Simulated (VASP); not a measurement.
Given:

```
Hf4CN3
1.0
   -0.00025     4.52035     4.52043
    4.52035    -0.00025     4.52043
    2.26005     2.26005     0.00000
Hf N C
4 3 1
Direct
  0.99789   0.99789   0.00422
  0.99720   0.50280   0.00000
  0.50280   0.99720   0.00000
  0.50211   0.50211   0.99578
  0.25000   0.25000   0.50000
  0.25000   0.75000   0.50000
  0.75000   0.25000   0.50000
  0.75000   0.75000   0.50000
```

These are PBEsol GGA, VASP's PBE PAW potentials (set 64) (plane waves; VASP) values and carry that method's errors. Settings: 520 eV cut-off, 7×7×13 Γ-centred mesh, tetrahedra with Blöchl corrections, potentials Hf_pv N C.

The cores are frozen, which limits the accuracy of field gradients.

Problem. Give the principal components of the electric field gradient (V/Å²) and the asymmetry η at each nucleus.

Solution. 
```csv
atom,Vxx,Vyy,Vzz,η
Hf1,46.4,45.9,-92.3,0.01
Hf2,-52.5,-38.7,91.3,0.15
Hf3,-52.5,-38.7,91.3,0.15
Hf4,46.4,45.9,-92.3,0.01
N5,1.8,1.2,-3.0,0.21
N6,3.5,0.6,-4.2,0.70
N7,3.5,0.6,-4.2,0.70
C8,1.0,0.0,-1.0,0.95
```

The structure was generated: Hf4CN3 was put into an ordered model structure (Cmmm), which need not be its known phase. It was relaxed first.
